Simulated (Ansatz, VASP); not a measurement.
**RhAu2: VASP beside Ansatz**

```
CELL_PARAMETERS angstrom
0.00000 3.78460 3.78460
3.78460 0.00000 3.78460
3.78460 3.78460 0.00000
ATOMIC_POSITIONS crystal
Rh 0.50000 0.50000 0.50000
Rh 0.75000 0.75000 0.75000
Au 0.12500 0.12500 0.12500
Au 0.62500 0.12500 0.12500
Au 0.12500 0.12500 0.62500
Au 0.12500 0.62500 0.12500
```

Alike in both runs: functional PBE; k mesh 8 × 8 × 8; occupations gaussian, width 0.1 eV; no spin polarisation.

Ansatz relaxed the structure, and its values are those at the end. VASP's run is a single point on that final structure, the one shown.

|  | VASP | Ansatz |
| --- | --- | --- |
| version | VASP 6.6.1 | Ansatz 0.2.0 |
| potentials or method | VASP PAW PBE potentials, release 64 (Rh_pv, Au) | scalar-relativistic, plane waves, PAW |
| plane-wave cutoff (eV) | 520 | 420 |
| valence electrons in the cell | 74 | 110 |

Ansatz gave:

| Quantity | Value |
| --- | --- |
| gap on the k mesh at the Fermi level (eV) | none |
| pressure (GPa) | 0.0 |

Which values does VASP return?

gap on the k mesh at the Fermi level (eV): none; pressure (GPa): -0.2.

A gap of «none» marks a metal or a gap that the smearing closes. The two sets of potentials don't hold the same shells in valence.

Spin-orbit coupling is left out, which matters for the levels of Au.
